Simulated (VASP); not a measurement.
Consider the following.

```
AlN
1.0
    0.00000     2.22025     2.22025
    2.22025     0.00000     2.22025
    2.22025     2.22025     0.00000
Al N
1 1
Direct
  0.00000   0.00000   0.00000
  0.25000   0.25000   0.25000
```

All values below come from vdW-DF2, VASP's PBE PAW potentials (set 64) (plane waves; VASP). Run with 520 eV cut-off, Gaussian smearing of 0.050 eV, potentials Al N.

Question: Give the energies of bands 2 to 6 at the high-symmetry points, in eV from the valence-band maximum.

Answer: 
| band | Γ | X | U | L | W |
|---|---|---|---|---|---|
| 2 | 0.00 | -4.66 | -4.08 | -5.47 | -3.69 |
| 3 | 0.00 | -1.68 | -3.33 | -0.47 | -3.14 |
| 4 | 0.00 | -1.68 | -1.30 | -0.47 | -2.45 |
| 5 | 4.09 | 3.80 | 5.50 | 7.12 | 6.33 |
| 6 | 12.18 | 8.53 | 9.91 | 9.89 | 11.35 |

The gap is indirect, 3.80 eV, from the valence maximum at Γ to the conduction minimum at X.

Measured: gap 5.34 eV (computed value off by -1.54 eV), as given by Daiki Deguchi et al., Japanese Journal of Applied Physics (2016), arXiv:1512.06930.

The compound is AlN in the zinc blende structure, a metastable form; wurtzite is the usual one. It was relaxed first.
